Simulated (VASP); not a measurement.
Consider the following.

```
ZrSi2
1.0
    1.83928    -7.44292     0.00000
    1.83928     7.44292     0.00000
    0.00000     0.00000     3.66948
Zr Si
2 4
Direct
  0.60609   0.39391   0.25000
  0.39391   0.60609   0.75000
  0.94853   0.05147   0.25000
  0.05147   0.94853   0.75000
  0.24993   0.75007   0.25000
  0.75007   0.24993   0.75000
```

These are r2SCAN meta-GGA, VASP's PBE PAW potentials (set 64) (plane waves; VASP) values and carry that method's errors. Run with 400 eV cut-off, 10×10×9 Γ-centred mesh, tetrahedra with Blöchl corrections, potentials Zr_sv Si.

The cores are frozen, which limits the accuracy of field gradients.

Task: Give the principal components of the electric field gradient (V/Å²) and the asymmetry η at each nucleus.

Result: 
```csv
atom,Vxx,Vyy,Vzz,η
Zr1,7.0,2.4,-9.4,0.50
Zr2,7.0,2.4,-9.4,0.50
Si3,-26.7,-10.0,36.7,0.46
Si4,-26.7,-10.0,36.7,0.46
Si5,24.1,21.1,-45.3,0.07
Si6,24.1,21.1,-45.3,0.07
```

The compound is ZrSi2 in the sg63 structure. It was relaxed first.
